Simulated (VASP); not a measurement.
Given:

```xyz
2
Lattice="0.0000 2.1032 2.1032 2.1032 0.0000 2.1032 2.1032 2.1032 0.0000" Properties=species:S:1:pos:R:3 pbc="T T T"
Ti     0.0000     0.0000     0.0000
N      2.1032     2.1032     2.1032
```

Level of theory: PBEsol GGA, VASP's PBE PAW potentials (set 64) (plane waves; VASP). Settings: 520 eV cut-off, 13×13×13 Γ-centred mesh, first-order Methfessel-Paxton smearing of 0.10 eV, potentials Ti_sv N.

### Question
Estimate the energy per atom (σ→0), band gap (on the k-mesh) with the smallest direct gap where there is one.

### Answer

| Quantity | Value |
|---|---|
| band gap (on the k-mesh) | none (metal, semimetal or under 0.01 eV) |
| energy per atom (σ→0) | -10.391 eV/atom |

Only differences to runs with the same potentials and settings are physical.

The compound is TiN in the rock salt structure. It was relaxed first. The start is the result of an earlier pass. The electron count is odd and the run is not spin-polarised, which forces a metal.
